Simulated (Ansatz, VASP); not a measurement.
# Ca (Calcium) in two plane-wave programs

Wanted: the spread between two codes on one cell, functional and k mesh.

Method: plane waves, with VASP 6.6.1 beside it; single point at r2SCAN, in Ansatz 0.2.0.

### Step 1. Set-up

The structure is cubic, space group Fm-3m (No. 225). Conventional cell: a = 5.588 Å, b = 5.588 Å, c = 5.588 Å, α = 90.00°, β = 90.00°, γ = 90.00°. Nearest to Ca lie 12 Ca at 3.95 Å.

Coordinates:

```cif
data_structure
_symmetry_space_group_name_H-M 'P 1'
_symmetry_Int_Tables_number 1
_cell_length_a 3.9516
_cell_length_b 3.9516
_cell_length_c 3.9516
_cell_angle_alpha 60.000
_cell_angle_beta 60.000
_cell_angle_gamma 60.000
_cell_volume 43.63
loop_
_atom_site_label
_atom_site_type_symbol
_atom_site_fract_x
_atom_site_fract_y
_atom_site_fract_z
_atom_site_occupancy
Ca1 Ca 0.00000 0.00000 0.00000 1
```

### Step 2. VASP: single point, r2SCAN

A single point gives forces, pressure and levels at one fixed geometry, so differences don't come from the geometry; what else differs is listed under the comparison.

Lines of VASP's logs that name or quote its potential files are left out, and so is its time.

The input, INCAR:

```
SYSTEM = Ca
PREC = Accurate
ENCUT = 400
EDIFF = 1E-06
NELM = 100
ISMEAR = -1
SIGMA = 0.05
LREAL = .FALSE.
ALGO = Normal
METAGGA = R2SCAN
LASPH = .TRUE.
NBANDS = 11
LORBIT = 11
LWAVE = .FALSE.
LCHARG = .FALSE.
KPAR = 2
ISIF = 2
```

The input, POSCAR:

```
Ca
1.0
    0.0000000000      2.7942000000      2.7942000000
    2.7942000000      0.0000000000      2.7942000000
    2.7942000000      2.7942000000      0.0000000000
Ca
1
Direct
    0.0000000000      0.0000000000      0.0000000000
```

The input, KPOINTS:

```
Automatic mesh
0
Gamma
7 7 7
0 0 0
```

Potentials, in the order of the species: Ca_sv (PBE family, release 64).

On the command line:

```sh
$ mpirun -np 2 vasp_std
```

Numbers of over 12 decimals in the logs are rounded to 6 here.

Output:

```text
[banner, memory and clock lines left out]
running    2 mpi-ranks, on    1 nodes
 distrk:  each k-point on    1 cores,    2 groups
 distr:  one band on    1 cores,    1 groups

 POSCAR found type information on POSCAR Ca
 POSCAR found :  1 types and       1 ions
|                                                                             |
|               ----> ADVICE to this user running VASP <----                  |
|                                                                             |
|     You enforced a specific xc type in the INCAR file but a different       |
|     [... a line on the potential file left out ...]
|     I HOPE YOU KNOW WHAT YOU ARE DOING!                                     |
|                                                                             |

 LDA part: xc-table for (None), standard interpolation
 POSCAR, INCAR and KPOINTS ok, starting setup
 FFT: planning ... GRIDC
 FFT: planning ... GRID_SOFT
 FFT: planning ... GRID
 WAVECAR not read
 entering main loop
       N       E                     dE             d eps       ncg     rms          rms(c)
DAV:   1     0.547592367428E+02    0.54759E+02   -0.46545E+03   440   0.699E+02
DAV:   2    -0.751381117636E+01   -0.62273E+02   -0.61640E+02   497   0.201E+02
DAV:   3    -0.911663908029E+01   -0.16028E+01   -0.15696E+01   623   0.300E+01
DAV:   4    -0.920385777700E+01   -0.87219E-01   -0.86026E-01   544   0.596E+00
DAV:   5    -0.920842272747E+01   -0.45650E-02   -0.45613E-02   650   0.942E-01    0.646E-01
DAV:   6    -0.702525859091E+01    0.21832E+01   -0.25848E+00   662   0.104E+01    0.215E+00
DAV:   7    -0.698254643130E+01    0.42712E-01   -0.43988E-02   590   0.172E+00    0.218E+00
DAV:   8    -0.703789347323E+01   -0.55347E-01   -0.64134E-02   726   0.131E+00    0.869E-01
DAV:   9    -0.703809158767E+01   -0.19811E-03   -0.21160E-02   659   0.104E+00    0.465E-01
DAV:  10    -0.704191560149E+01   -0.38240E-02   -0.10769E-02   583   0.658E-01    0.951E-02
DAV:  11    -0.704237020879E+01   -0.45461E-03   -0.25067E-03   584   0.405E-01    0.446E-02
DAV:  12    -0.704232914339E+01    0.41065E-04   -0.25024E-04   621   0.169E-01    0.553E-02
DAV:  13    -0.704236391304E+01   -0.34770E-04   -0.31449E-05   654   0.456E-02    0.134E-02
DAV:  14    -0.704236637499E+01   -0.24620E-05   -0.82893E-06   669   0.149E-02    0.533E-03
DAV:  15    -0.704236399235E+01    0.23826E-05   -0.33343E-06   690   0.935E-03    0.442E-03
DAV:  16    -0.704236510836E+01   -0.11160E-05   -0.32978E-07   268   0.369E-03    0.109E-03
DAV:  17    -0.704236517888E+01   -0.70521E-07   -0.16558E-07   220   0.304E-03
   1 F= -.70423652E+01 E0= -.70391904E+01  d E =-.634965E-02
```

Parts of OUTCAR (step 2):

```text
ion  position               nearest neighbor table
   1  0.000  0.000  0.000-

  LATTYP: Found a face centered cubic cell.
 ALAT       =     5.5884000000

 Subroutine GETGRP returns: Found 48 space group operations
 (whereof 48 operations were pure point group operations)

The static configuration has the point symmetry O_h .

 Found     20 irreducible k-points:

   k-points           NKPTS =     20   k-points in BZ     NKDIM =     20   number of bands    NBANDS=     11

   dimension x,y,z NGX =    28 NGY =   28 NGZ =   28
   dimension x,y,z NGXF=    56 NGYF=   56 NGZF=   56

   ENCUT  =  400.0 eV  29.40 Ry    5.42 a.u.   6.44  6.44  6.44*2*pi/ulx,y,z

   NELECT =      10.0000    total number of electrons

 k-points in reciprocal lattice and weights: Automatic mesh
   0.00000000  0.00000000  0.00000000       0.003
   0.14285714  0.00000000  0.00000000       0.023
   0.28571429  0.00000000  0.00000000       0.023
   0.42857143  0.00000000  0.00000000       0.023
   0.14285714  0.14285714  0.00000000       0.017
   0.28571429  0.14285714  0.00000000       0.070
   0.42857143  0.14285714  0.00000000       0.070
  -0.42857143  0.14285714  0.00000000       0.070
  -0.28571429  0.14285714  0.00000000       0.070
[...]
-0.42857143  0.42857143  0.14285714       0.070
  -0.28571429  0.42857143  0.14285714       0.070

 average (electrostatic) potential at core
       1 -53.0478

 E-fermi :   1.8745

 k-point     1 :       0.0000    0.0000    0.0000
  band No.  band energies     occupation
      1     -42.0010      2.00000
      2     -22.0316      2.00000
      3     -22.0316      2.00000
      4     -22.0315      2.00000
      5      -2.3639      2.00000
      6       4.5235      0.00000
      7       4.5235      0.00000
      8       4.5235      0.00000
      9       5.6084      0.00000
     10       5.6084      0.00000
    ...

 k-point     2 :       0.1429    0.0000    0.0000
  band No.  band energies     occupation
      1     -41.9986      2.00000
      2     -22.0564      2.00000
      3     -22.0350      2.00000
      4     -22.0349      2.00000
      5      -2.0076      2.00000
      6       4.1317      0.00000
      7       4.6341      0.00000
      8       4.6341      0.00000
      9       5.5209      0.00000
     10       5.5209      0.00000
    ...

 k-point     3 :       0.2857    0.0000    0.0000
  band No.  band energies     occupation
      1     -41.9934      2.00000
      2     -22.1115      2.00000
      3     -22.0425      2.00000
      4     -22.0424      2.00000
      5      -1.0067      2.00000
      6       3.2326      0.00000
      7       4.6085      0.00000
      8       4.6085      0.00000
      9       5.7225      0.00000
     10       5.7225      0.00000
    ...

  Total       -0.0377940     -0.0377940     -0.0377940      0.0000000      0.0000000     -0.0000000
  in kB       -1.3878148     -1.3878148     -1.3878148      0.0000000      0.0000000     -0.0000000
  external PRESSURE =      -1.3878148 kB  Pullay stress =       0.0000000 kB

  energy-cutoff  :      400.00
  volume of cell :       43.63
      direct lattice vectors                 reciprocal lattice vectors
     0.000000000  2.794200000  2.794200000    -0.178942094  0.178942094  0.178942094
     2.794200000  0.000000000  2.794200000     0.178942094 -0.178942094  0.178942094
     2.794200000  2.794200000  0.000000000     0.178942094  0.178942094 -0.178942094

 POSITION                                       TOTAL-FORCE (eV/Angst)
 -----------------------------------------------------------------------------------
      0.00000      0.00000      0.00000        -0.000000      0.000000     -0.000000
 -----------------------------------------------------------------------------------
    total drift:                               -0.000000      0.000000     -0.000000

  FREE ENERGIE OF THE ION-ELECTRON SYSTEM (eV)
  ---------------------------------------------------
  free  energy   TOTEN  =        -7.0423651789 eV

  energy  without entropy=       -7.0360155283  energy(sigma->0) =       -7.03919035

 total charge
# of ion       s       p       d       tot
------------------------------------------
    1        2.072   5.840   0.133   8.046

[... 3 further parts left out ...]
```

The run ends at a pressure of -0.14 GPa.

### Step 3. Ansatz: single point, r2SCAN

Ansatz runs on its default PAW (the set named soft_2) files.

The same cell, functional, mesh and smearing now go to Ansatz, which takes its cutoff from its data sets.

The input, input.yaml:

```yaml
crystal:
  lattice:
    - [0.0, 2.7942, 2.7942]
    - [2.7942, 0.0, 2.7942]
    - [2.7942, 2.7942, 0.0]
  atoms:
    - { symbol: Ca, position: [0.0, 0.0, 0.0] }
hamiltonian:
  xc: r2scan
  pseudopotentials: { kind: paw }
kpoints:
  mp_grid: { grid: [7, 7, 7] }
scf:
  occupations: { method: fermi_dirac, width: 0.05 }
  n_extra_bands: 4
output:
  forces: true
  stress: true
  eigenvalues: true
  write_density: true
  write_potential: true
  elf: true
  volumetric_format: npy
```

On the command line:

```sh
$ ansatz run input.yaml --threads 2 --pin off --max-ram 4608MiB --backend cpu --events-out ev --progress --plain --runs-dir out
```

Output:

```text
scf.n_extra_bands = 4 over 5 filled bands (N_el = 10.0): the run solves 9 bands
Engine: ansatz 0.2.0, aarch64-unknown-linux-gnu
Pseudopotentials: kind: paw
Pseudopotential: Ca, paw, valence charge 10, recommended cutoff 500 eV (meta_gga), Ca.paw.azcp
Functional definition: r2SCAN
  parameter k0 = 0.174
  parameter k1 = 0.065
  parameter a1 = 4.9479
  exchange = r2scan_x(k0 = k0, k1 = k1, a1 = a1)
  correlation = r2scan_c
Crystal: 1 atoms, lattice volume = 43.632 Å³
Basis set: ecut = 500 eV, 1067 PW (Γ), exchange–correlation on 120×120×120 points (64 copies of the dense FFT grid, shifted against one another)
Bands: 9, of which v1, the nominal top of the filled ones, is band 5 counted from 1 (4 counted from 0)
Symmetry: 48 space group operations
Space group: Fm-3m (ITA 225), of the structure as read, at distance tolerance 3.5e-5 Å
k-points: 20 of 343
Non-local potential: Ca, projectors of the file, l = 0: 3, l = 1: 2, l = 2: 2
PAW form: soft (Blöchl's): semilocal exchange-correlation on the pseudo side does not see the compensation charge
PAW frozen core: Ca, regenerated for the run's functional (the file was generated under x = pbe(κ = 0.804, μ = 0.219515), c = pbe(β = 0.066725))
PAW one-centre angular grid: Ca, 302 points (default); XC on 160 Gauss nodes
Initial density: superposition of atomic densities (neutral atoms: chi_scale 0, normalization atom), corrected by the library's trained network
Initial wavefunctions: pseudopotential atomic-orbital guess
Functional: x = r2scan, c = r2scan; τ floored in thin density (d = 2e-4 eV/Å³)
SCF iter   1: F=—  HF=-1821.670432 eV  |F-HF|=—  |Δ(HF+E_count)|=         —  Δρ=4.57e-3  dr2=1.04e-2  dr2_τ=1.07e-3  ethr=1.77e-3  ⟨swp⟩=5.7  Hψ=1469  notcnv=0
preconditioner: auto → none  [insulator: Δε(μ)=0.257 eV  Ē_g=3.954 eV  σ=0.050 eV  W_gap=0.86  n_scr=8 (ndim 8)  ℏωp=8.0 eV  f_vac=0.000  D(μ)=0.56/eV (n_scr^D=0)  ε∞_Penn≈5.0]
SCF iter   2: F=—  HF=-1821.685177 eV  |F-HF|=—  |Δ(HF+E_count)|=   1.47e-2  Δρ=1.53e-3  dr2=8.01e-4  dr2_τ=1.01e-4  ethr=1.04e-4  ⟨swp⟩=2.8  Hψ=500  notcnv=0
SCF iter   3: F=—  HF=-1821.685593 eV  |F-HF|=—  |Δ(HF+E_count)|=   4.16e-4  Δρ=5.37e-4  dr2=6.81e-5  dr2_τ=1.48e-5  ethr=8.01e-6  ⟨swp⟩=2.3  Hψ=264  notcnv=0
SCF iter   4: F=—  HF=-1821.685687 eV  |F-HF|=—  |Δ(HF+E_count)|=   9.39e-5  Δρ=3.85e-5  dr2=6.08e-7  dr2_τ=4.96e-8  ethr=6.81e-7  ⟨swp⟩=2.0  Hψ=260  notcnv=0
iter 5 did not close the SCF: its close was put off for the readings that it lacked (scf_convergence_deferred on its scf_iter line)
SCF iter   5: F=-1821.685687 eV  HF=-1821.685687 eV  |F-HF|=1.92e-9  |Δ(HF+E_count)|=   1.74e-7  Δρ=5.78e-6  dr2=1.12e-8  dr2_τ=1.05e-9  ethr=6.08e-9  ⟨swp⟩=2.0  Hψ=207  notcnv=0
SCF iter   6: F=-1821.685687 eV  HF=-1821.685687 eV  |F-HF|=2.11e-11  |Δ(HF+E_count)|=  5.70e-10  Δρ=2.71e-7  dr2=1.03e-11  dr2_τ=1.12e-11  ethr=1.12e-10  ⟨swp⟩=4.8  Hψ=869  notcnv=0
SCF 1 converged in 6 iterations: F = -1821.685687 eV  dr2 = 1.03e-11
  greatest PAW one-centre occupation: 0.995 electrons in one spin orbital (limit 2), on the Ca atom at site 0 (counted from 0), in its partial waves of l = 0
SCF converged after 6 iterations
Free energy (F): -1821.685687 eV
Harris-Foulkes:  -1821.685687 eV  (|F-HF|=2.11e-11)
Internal energy: -1821.679366 eV  (E = F + TS)
E sigma→0 (E₀):  -1821.682527 eV
Entropy (-TS):   -0.006321 eV (-6.321 meV/atom)
Fermi energy:    4.749688 eV
--- Per-component energies (eV) ---
  E_band       = -186.924875
  E_kinetic    = 274.719075
  E_local      = -856.242021  (includes V_loc(G=0)·N_el)
  E_nonlocal   = 63.108411
  E_hartree    = 286.050622
  E_xc         = -134.745135
  E_vxc        = -191.049478  (∫ρ·V_xc dr)
  E_paw        = -863.658319  (= ΣΔE_a)
  E_vpaw       = -61.134927  (= ΣTr[D̂ρ^β])
  E_aug_tail   = -0.000004  (compensation charges beyond the density's cutoff)
  E_vtau       = 11.572840  (kinetic-family band-sum trace: ∫τ·v_τ [+ j·A + Jᵃ·Aᵃ] dr)
  E_ewald      = -590.691329
  E_core_change = -0.220665  (= ΣΔE_core)
  E_smearing   = -0.006321  (= −TS)
  E_closure    = -0.000000  (closes the sum)
  Σ components = -1821.685687   (vs F -1821.685687, Δ=0.00e0)
--- Forces (eV/Å), atoms counted from 1 ---
  atom   1  Ca     0.00000000    -0.00000000    -0.00000000
  max |Σ_I F_I| component: 1.54e-32 eV/Å
--- Stress (GPa, compression-positive) ---
       -0.184631      -0.000000      -0.000000
        0.000000      -0.184631       0.000000
        0.000000      -0.000000      -0.184631
  P = ⅓ Tr σ = -0.1846 GPa (-1.846 kbar)
--- Band table (eV; the first three rows and the last of 20) ---
  k-point 0: bands = ["-39.1408", "-19.1676", "-19.1676", "-19.1676", "0.5132", "7.3929", "7.3929", "7.3929", "8.4740"]
  k-point 1: bands = ["-39.1385", "-19.1922", "-19.1709", "-19.1709", "0.8685", "7.0026", "7.5029", "7.5029", "8.3867"]
  k-point 2: bands = ["-39.1333", "-19.2468", "-19.1784", "-19.1784", "1.8680", "6.1063", "7.4778", "7.4778", "8.5878"]
  k-point 19: bands = ["-39.1248", "-19.2568", "-19.2490", "-19.2092", "4.8666", "5.4347", "5.5362", "7.8017", "9.1530"]
```

Wall time 1 s (2 threads of Arm Neoverse V2, shared host); peak memory 0.37 GiB.

In the SCF lines HF is the Harris–Foulkes energy and dr2 the Hartree energy of the density residual, in eV; the loop may stop once dr2 is under the threshold and the program's other checks hold. Hψ counts applications of the Hamiltonian.

The run ends at a pressure of -0.18 GPa.

### Step 4. Side by side

Known differences besides the potentials themselves: VASP keeps PBE cores, Ansatz makes them for the functional; the cutoff is 500 eV in Ansatz and 400 eV in VASP. Total energies have different zeros and are not compared.

Compared:

```csv
quantity,Ansatz,VASP,difference
pressure (GPa),-0.18,-0.14,-0.05
```

Ansatz's pressure holds a Pulay correction of 0.01 GPa; VASP's holds none.

### Step 5. Results

```json
{
 "difference in pressure (single point, r2SCAN)": "-0.046 GPa"
}
```

The difference in pressure is -0.046 GPa (single point, r2SCAN), within the 1 GPa picked in this series as the mark of a large difference. Such differences can come from data sets, numerical settings and the points named under the comparisons, not from the functional's error against experiment.

[Lines on the potential files, build, host, timing and source positions are cut from VASP's logs without a mark.]

[Logs are printed without paths, hosts, clocks, repeated set-up lines and the standing remarks that a program may print on its own settings, such as how far it seeks lower states.]

[Hosts, paths, dates, database ids (printed as entryN), source tags and the programs' standing remarks are cut or masked in the printed files.]
